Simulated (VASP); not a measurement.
Ru:

```
Ru
1.0
     2.70783    0.00000    0.00000
    -1.35391    2.34505    0.00000
     0.00000    0.00000    4.26810
Ru
2
Cartesian
  0.0000 1.5634 1.0670
  1.3539 0.7817 3.2011
```

```yaml
Program: VASP 6.6.1
Task: relaxation of cell and atoms
Functional: PBEsol
Potentials_or_basis: VASP PAW PBE potentials, release 64 (Ru_pv)
Cutoff: 300 eV
k_mesh: 18 × 18 × 10
Occupations: gaussian, width 0.1 eV
Spin: no spin polarisation
```

At the start: pressure -6.6 GPa; volume 13.55 Å³/atom.

How do energy, volume and symmetry change on relaxing?

Over 9 steps the energy falls by 5.7 meV/atom and the volume is 13.28 Å³/atom (-2.0 %); space group P6_3/mmc (No. 194, to 0.05 Å).

The path:
| step | energy change (eV) | largest force (eV/Å) | pressure (GPa) | volume (Å³) |
| --- | --- | --- | --- | --- |
| 1 | 0.0000 | 0.0000 | -6.56 | 27.10 |
| 2 | 0.1034 | 0.0000 | 24.71 | 24.98 |
| 3 | -0.0113 | 0.0000 | -0.14 | 26.58 |
| 4 | -0.0113 | 0.0000 | 0.02 | 26.57 |
| 5 | -0.0113 | 0.0000 | 0.16 | 26.56 |
| 6 | -0.0114 | 0.0000 | 0.12 | 26.55 |
| 7 | -0.0114 | 0.0000 | 0.13 | 26.55 |
| 8 | -0.0114 | 0.0000 | -0.30 | 26.59 |
| 9 | -0.0114 | 0.0000 | 0.00 | 26.56 |

Final structure:
```
Ru
1.0
     2.68690    0.00000    0.00000
    -1.34345    2.32692    0.00000
     0.00000    0.00000    4.24886
Ru
2
Direct
  0.33333 0.66667 0.25000
  0.66667 0.33333 0.75000
```

Caveat: the PAW data sets were made with another functional, which shifts forces and pressure a little.
